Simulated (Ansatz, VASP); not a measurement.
Given: the input of a run of Ansatz 0.2.0 on LiSb3.

The input input.yaml:

```yaml
crystal:
  lattice:
    - [4.681021, 0.0, 0.0]
    - [0.0, 4.681021, 0.0]
    - [0.0, 0.0, 4.681021]
  atoms:
    - { symbol: Sb, position: [0.49886, 0.495801, 0.009766] }
    - { symbol: Sb, position: [-0.007155, 0.507543, 0.504552] }
    - { symbol: Sb, position: [0.502698, -0.003726, 0.499807] }
    - { symbol: Li, position: [-0.008631, 0.007429, -0.003359] }
hamiltonian:
  xc: pbe
  pseudopotentials: { kind: paw }
kpoints:
  mp_grid: { grid: [6, 6, 6] }
scf:
  occupations: { method: fermi_dirac, width: 0.05 }
output:
  forces: true
  stress: true
  eigenvalues: true
```

Potentials or basis: Ansatz PAW.

Launch:

```bash
$ ansatz run input.yaml --threads 2 --pin off --max-ram 5120MiB --backend cpu --events-out ev --progress --plain --runs-dir out
```

Question: Translate it to VASP 6.6.1. Potentials there: VASP PAW PBE potentials, release 64 (Sb, Li_sv).

Answer: As run (the cutoff follows the program's own potentials):

File INCAR:

```
ALGO = Normal
EDIFF = 1E-6
ENCUT = 520
GGA = PE
ISIF = 2
ISMEAR = -1
LASPH = T
LCHARG = T
LELF = T
LREAL = F
LVHAR = T
LWAVE = F
NBANDS = 17
NELM = 60
PREC = Accurate
SIGMA = 0.05
```

Contents of KPOINTS:

```
k-points
0
Gamma
  6 6 6
```

The input POSCAR:

```
LiSb3
1.0
    4.6810210000      0.0000000000      0.0000000000
    0.0000000000      4.6810210000      0.0000000000
    0.0000000000      0.0000000000      4.6810210000
Sb Li
3 1
Direct
    0.4988600000      0.4958010000      0.0097660000
   -0.0071550000      0.5075430000      0.5045520000
    0.5026980000     -0.0037260000      0.4998070000
   -0.0086310000      0.0074290000     -0.0033590000
```

Potentials or basis: VASP PAW PBE potentials, release 64 (Sb, Li_sv).

The run is started by

```bash
$ cat potpaw_PBE.64/Sb/POTCAR potpaw_PBE.64/Li_sv/POTCAR > POTCAR
$ mpirun -np 1 vasp_std > vasp.out
```

Both were run:

|  | VASP | Ansatz | Ansatz less VASP |
| --- | --- | --- | --- |
| gap on the k mesh at the Fermi level (eV) | none | none | - |
| rms of the force components (eV/Å) | 0.058 | 0.057 | -0.0009 |

Atom by atom the forces differ by 0.001 eV/Å (rms over components). A gap of «none» marks a metal or a gap that the smearing closes. With one functional, cell and mesh, what is left measures potentials, basis and numerics. The two sets of potentials don't hold the same shells in valence.

 Spin-orbit coupling is left out, which matters for the levels of Sb.
